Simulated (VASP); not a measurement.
Input:

```
CELL_PARAMETERS angstrom
      0.00000     2.97501     2.97501
      2.97501     0.00000     2.97501
      2.97501     2.97501     0.00000
ATOMIC_POSITIONS crystal
  Al 0.25000 0.25000 0.25000
  Al 0.75000 0.75000 0.75000
  Au 0.00000 0.00000 0.00000
```

All values below come from vdW-DF-cx, VASP's PBE PAW potentials (set 64) (plane waves; VASP). Numerical set-up: 520 eV cut-off, 9×9×9 Γ-centred mesh, first-order Methfessel-Paxton smearing of 0.10 eV, potentials Al Au.

Q: Give the stress tensor in GPa (positive for a compressed cell).

A: 
```
3.93  0.00  0.00
0.00  3.93  0.00
0.00  0.00  3.93
```
The pressure is its mean diagonal, 3.93 GPa.

The compound is AuAl2 in the fluorite structure. This cell is one point of a volume scan, at 0.97 of the reference volume. The electron count is odd and the run is not spin-polarised, which forces a metal.
